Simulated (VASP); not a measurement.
Output of a VASP run:

**OUTCAR**
```
 ion  position               nearest neighbor table
   1  0.082  0.570  0.196-  28 1.77  17 1.77  26 1.78  15 1.79  10 2.98   3 3.01   2 3.01   7 3.02
                            12 3.03   6 3.08   6 3.08
   2  0.430  0.512  0.196-  28 1.77  16 1.77  25 1.78  13 1.79  12 2.98   3 3.01   1 3.01   8 3.02
                            11 3.03   5 3.08   5 3.08
   3  0.488  0.918  0.196-  28 1.77  18 1.77  24 1.78  14 1.79  11 2.98   2 3.01   1 3.01   9 3.02
                            10 3.03   4 3.08   4 3.08
   4  0.570  0.082  0.696-  27 1.77  14 1.77  23 1.78  18 1.79   7 2.98   6 3.01   5 3.01  10 3.02
                             9 3.03   3 3.08   3 3.08
   5  0.512  0.430  0.696-  27 1.77  13 1.77  22 1.78  16 1.79   9 2.98   4 3.01   6 3.01  11 3.02
                             8 3.03   2 3.08   2 3.08
   6  0.918  0.488  0.696-  27 1.77  15 1.77  21 1.78  17 1.79   8 2.98   4 3.01   5 3.01  12 3.02
                             7 3.03   1 3.08   1 3.08
   7  0.914  0.167  0.988-  26 1.76  19 1.77  21 1.77  18 1.78   4 2.98   1 3.02   6 3.03   8 3.06
                             9 3.06  12 3.10  12 3.10
   8  0.833  0.747  0.988-  25 1.76  19 1.77  22 1.77  17 1.78   6 2.98   2 3.02   5 3.03   7 3.06
                             9 3.06  11 3.10  11 3.10
   9  0.253  0.086  0.988-  24 1.76  19 1.77  23 1.77  16 1.78   5 2.98   3 3.02   4 3.03   8 3.06
                             7 3.06  10 3.10  10 3.10
  10  0.167  0.914  0.488-  23 1.76  20 1.77  24 1.77  15 1.78   1 2.98   4 3.02   3 3.03  12 3.06
                            11 3.06   9 3.10   9 3.10
  11  0.747  0.833  0.488-  22 1.76  20 1.77  25 1.77  14 1.78   3 2.98   5 3.02   2 3.03  12 3.06
                            10 3.06   8 3.10   8 3.10
  12  0.086  0.253  0.488-  21 1.76  20 1.77  26 1.77  13 1.78   2 2.98   6 3.02   1 3.03  11 3.06
                            10 3.06   7 3.10   7 3.10
  13  0.344  0.390  0.469-   5 1.77  12 1.78   2 1.79
  14  0.610  0.954  0.469-   4 1.77  11 1.78   3 1.79
  15  0.046  0.656  0.469-   6 1.77  10 1.78   1 1.79
  16  0.390  0.344  0.969-   2 1.77   9 1.78   5 1.79
  17  0.954  0.610  0.969-   1 1.77   8 1.78   6 1.79
  18  0.656  0.046  0.969-   3 1.77   7 1.78   4 1.79
  19  0.000  0.000  0.989-   8 1.77   7 1.77   9 1.77
  20  0.000  0.000  0.489-  12 1.77  11 1.77  10 1.77
  21  0.996  0.315  0.735-  12 1.76   7 1.77   6 1.78
  22  0.685  0.682  0.735-  11 1.76   8 1.77   5 1.78
  23  0.318  0.004  0.735-  10 1.76   9 1.77   4 1.78
  24  0.315  0.996  0.235-   9 1.76  10 1.77   3 1.78
  25  0.682  0.685  0.235-   8 1.76  11 1.77   2 1.78
  26  0.004  0.318  0.235-   7 1.76  12 1.77   1 1.78
  27  0.667  0.333  0.641-   4 1.77   6 1.77   5 1.77
  28  0.333  0.667  0.141-   1 1.77   3 1.77   2 1.77
  LATTYP: Found a hexagonal cell.
 ALAT       =     7.9204640000
 C/A-ratio  =     0.7248033701
 Subroutine PRICEL returns:
 Original cell was already a primitive cell.
 Subroutine GETGRP returns: Found  6 space group operations
The static configuration has the point symmetry C_3 .
 The point group associated with its full space group is C_3v.
The dynamic configuration has the point symmetry C_3 .
 Subroutine INISYM returns: Found  6 space group operations
 Subroutine IBZKPT returns following result:
 Found     37 irreducible k-points:

 Following reciprocal coordinates:
            Coordinates               Weight
  0.000000  0.000000  0.000000      1.000000
  0.166667  0.000000  0.000000      6.000000
  0.333333 -0.000000  0.000000      6.000000
  0.500000 -0.000000  0.000000      3.000000
  0.166667  0.166667  0.000000      6.000000
  0.333333  0.166667  0.000000     12.000000
  0.333333  0.333333  0.000000      2.000000
  0.000000  0.000000  0.142857      2.000000
  0.166667  0.000000  0.142857     12.000000
  0.333333 -0.000000  0.142857     12.000000
  0.500000 -0.000000  0.142857      6.000000
  0.166667  0.166667  0.142857      6.000000
 -0.166667  0.333333  0.142857      6.000000
  0.333333  0.166667  0.142857     12.000000
 -0.166667  0.500000  0.142857     12.000000
  0.333333  0.333333  0.142857      2.000000
 -0.333333 -0.333333  0.142857      2.000000
  0.000000  0.000000  0.285714      2.000000
  0.166667  0.000000  0.285714     12.000000
  0.333333 -0.000000  0.285714     12.000000
  0.500000 -0.000000  0.285714      6.000000
  0.166667  0.166667  0.285714      6.000000
 -0.166667  0.333333  0.285714      6.000000
  0.333333  0.166667  0.285714     12.000000
...
```

### OSZICAR
```
       N       E                     dE             d eps       ncg     rms          rms(c)
DAV:   1     0.630466675725E+03    0.63047E+03   -0.65706E+04  5846   0.158E+03
DAV:   2    -0.226886974361E+03   -0.85735E+03   -0.82947E+03  7369   0.299E+02
DAV:   3    -0.283741733727E+03   -0.56855E+02   -0.56500E+02  6956   0.833E+01
DAV:   4    -0.285116003800E+03   -0.13743E+01   -0.13698E+01  7404   0.129E+01
DAV:   5    -0.285146456813E+03   -0.30453E-01   -0.30407E-01  6932   0.198E+00    0.394E+01
DAV:   6    -0.252539447506E+03    0.32607E+02   -0.14736E+02  6692   0.349E+01    0.179E+01
DAV:   7    -0.252130293340E+03    0.40915E+00   -0.51475E+00  7660   0.666E+00    0.813E+00
DAV:   8    -0.251822415309E+03    0.30788E+00   -0.28382E-01  6788   0.208E+00    0.275E+00
DAV:   9    -0.251774995296E+03    0.47420E-01   -0.50287E-02  6956   0.889E-01    0.433E-01
DAV:  10    -0.251775856378E+03   -0.86108E-03   -0.94827E-03  6868   0.329E-01    0.242E-01
DAV:  11    -0.251775671830E+03    0.18455E-03   -0.18856E-03  6932   0.176E-01    0.935E-02
DAV:  12    -0.251775715979E+03   -0.44148E-04   -0.27018E-04  6812   0.589E-02    0.290E-02
DAV:  13    -0.251775709804E+03    0.61745E-05   -0.47791E-05  6868   0.256E-02    0.118E-02
DAV:  14    -0.251775710209E+03   -0.40420E-06   -0.89679E-06  6836   0.110E-02    0.522E-03
DAV:  15    -0.251775710257E+03   -0.48500E-07   -0.12079E-06  8020   0.465E-03    0.194E-03
DAV:  16    -0.251775710298E+03   -0.41438E-07   -0.29712E-07  6948   0.202E-03    0.723E-04
DAV:  17    -0.251775710314E+03   -0.16038E-07   -0.38559E-08  8468   0.804E-04    0.400E-04
DAV:  18    -0.251775710317E+03   -0.29013E-08   -0.94238E-09  7052   0.401E-04    0.219E-04
DAV:  19    -0.251775710319E+03   -0.16844E-08   -0.28651E-09  4924   0.211E-04    0.128E-04
DAV:  20    -0.251775710320E+03   -0.66211E-09   -0.36430E-10  3900   0.818E-05
   1 F= -.25177571E+03 E0= -.25177571E+03  d E =-.393477E-26
```

### OUTCAR
```
------------------------ aborting loop because EDIFF is reached ----------------------------------------
  FORCE on cell =-STRESS in cart. coord.  units (eV):
  Direction    XX          YY          ZZ          XY          YZ          ZX
  --------------------------------------------------------------------------------------
  Total      -32.4855197    -32.4855193    -32.3910026      0.0000000     -0.0000000      0.0000000
  in kB     -166.8774651   -166.8774635   -166.3919327      0.0000000     -0.0000000      0.0000000
  external PRESSURE =    -166.7156204 kB  Pullay stress =       0.0000000 kB
  volume of cell :      311.89
      direct lattice vectors                 reciprocal lattice vectors
     7.920464000  0.000000000  0.000000000     0.126255229  0.072893491  0.000000000
    -3.960232000  6.859323000  0.000000000     0.000000000  0.145786982  0.000000000
     0.000000000  0.000000000  5.740779000     0.000000000  0.000000000  0.174192387
 POSITION                                       TOTAL-FORCE (eV/Angst)
 -----------------------------------------------------------------------------------
     -1.60750      3.90700      1.12749         0.172137      0.034467      0.040869
      1.38042      3.51369      1.12749        -0.115918      0.131842      0.040869
      0.22708      6.29796      1.12749        -0.056219     -0.166309      0.040869
      4.18731      0.56137      3.99788        -0.056219      0.166309      0.040869
      2.35273      2.95232      3.99788         0.172137     -0.034467      0.040869
      5.34065      3.34563      3.99788        -0.115918     -0.131842      0.040869
      6.57537      1.14681      5.67465         0.008020      0.016399     -0.039095
      3.63961      5.12103      5.67465        -0.018212     -0.001254     -0.039095
      1.66571      0.59148      5.67465         0.010192     -0.015145     -0.039095
     -2.29452      6.26784      2.80426         0.010192      0.015145     -0.039095
      2.61514      5.71251      2.80426         0.008020     -0.016399     -0.039095
     -0.32062      1.73829      2.80426        -0.018212      0.001254     -0.039095
      1.18371      2.67514      2.69283        -0.037765      0.057356     -0.073429
      1.05164      6.54688      2.69283        -0.030789     -0.061383     -0.073429
     -2.23535      4.49663      2.69283         0.068554      0.004028     -0.073429
      1.72488      2.36269      5.56322         0.068554     -0.004028     -0.073429
      5.14395      4.18419      5.56322        -0.037765     -0.057356     -0.073429
      5.01187      0.31244      5.56322        -0.030789      0.061383     -0.073429
      0.00000      0.00000      5.67769         0.000000     -0.000000      0.006544
      0.00000      0.00000      2.80730         0.000000     -0.000000      0.006544
      6.64539      2.15883      4.21861        -0.250508     -0.169903     -0.100808
      2.72816      4.67566      4.21861         0.272394     -0.131995     -0.100808
      2.50714      0.02483      4.21861        -0.021886      0.301898     -0.100808
     -1.45309      6.83449      1.34822        -0.021886     -0.301898     -0.100808
      2.68516      4.70049      1.34822        -0.250508      0.169903     -0.100808
     -1.23207      2.18367      1.34822         0.272394      0.131995     -0.100808
      3.96024      2.28644      3.67840         0.000000     -0.000000      0.510849
     -0.00000      4.57288      0.80801         0.000000     -0.000000      0.510849
 -----------------------------------------------------------------------------------
    total drift:                                0.000002      0.000002     -0.013353
  FREE ENERGIE OF THE ION-ELECTRON SYSTEM (eV)
  ---------------------------------------------------
  free  energy   TOTEN  =      -251.7757103197 eV

  energy  without entropy=     -251.7757103197  energy(sigma->0) =     -251.77571032
```
(Selected blocks of OUTCAR.)

File POSCAR:
```
Si3N4
1
    7.9204640000     0.0000000000     0.0000000000
   -3.9602320000     6.8593230000     0.0000000000
    0.0000000000     0.0000000000     5.7407790000
Si N
12 16
Direct
  0.0818400000   0.5695900000   0.1964000000
  0.4304100000   0.5122500000   0.1964000000
  0.4877500000   0.9181600000   0.1964000000
  0.5695900000   0.0818400000   0.6964000000
  0.5122500000   0.4304100000   0.6964000000
  0.9181600000   0.4877500000   0.6964000000
  0.9137700000   0.1671900000   0.9884800000
  0.8328100000   0.7465800000   0.9884800000
  0.2534200000   0.0862300000   0.9884800000
  0.1671900000   0.9137700000   0.4884800000
  0.7465800000   0.8328100000   0.4884800000
  0.0862300000   0.2534200000   0.4884800000
  0.3444500000   0.3900000000   0.4690700000
  0.6100000000   0.9544500000   0.4690700000
  0.0455500000   0.6555500000   0.4690700000
  0.3900000000   0.3444500000   0.9690700000
  0.9544500000   0.6100000000   0.9690700000
  0.6555500000   0.0455500000   0.9690700000
  0.0000000000   0.0000000000   0.9890100000
  0.0000000000   0.0000000000   0.4890100000
  0.9963800000   0.3147300000   0.7348500000
  0.6852700000   0.6816500000   0.7348500000
  0.3183500000   0.0036200000   0.7348500000
  0.3147300000   0.9963800000   0.2348500000
  0.6816500000   0.6852700000   0.2348500000
  0.0036200000   0.3183500000   0.2348500000
  0.6666670000   0.3333330000   0.6407500000
  0.3333330000   0.6666670000   0.1407500000
```

Question: Reconstruct the remaining input files.

Answer: Several could match; the one computed here: the input of the run itself, LDA (Ceperley-Alder, Perdew-Zunger), plane waves, VASP's LDA PAW potentials (set 64).

### INCAR
```
LREAL = Auto   ! projection in real space or not
LASPH = .TRUE.   ! aspherical one-centre terms
SIGMA = 0.01   ! width (eV)
EDIFF = 1E-09
LWAVE = .FALSE.
LCHARG = .FALSE.
ENCUT = 560   ! plane-wave cut-off (eV)
PREC = Accurate
ISIF = 2
SYSTEM = Si3N4
ALGO = Normal   ! blocked Davidson
ISMEAR = 0
NELM = 100   ! most electronic steps
```

### KPOINTS
```
K-points
0
Gamma
 6 6 7
```

POTCAR, in this order: Si N (LDA.64 set). Program: vasp_std.

The structure comes from a computed database's Si3N4 entry, a phase known from measurement. The cell was not relaxed at this level. The run is one of a series of settings (EDIFF = 1E-09, ENCUT = 560, KPOINTS 6×6×7 Γ-centred mesh against the base run), some of them coarse on purpose.
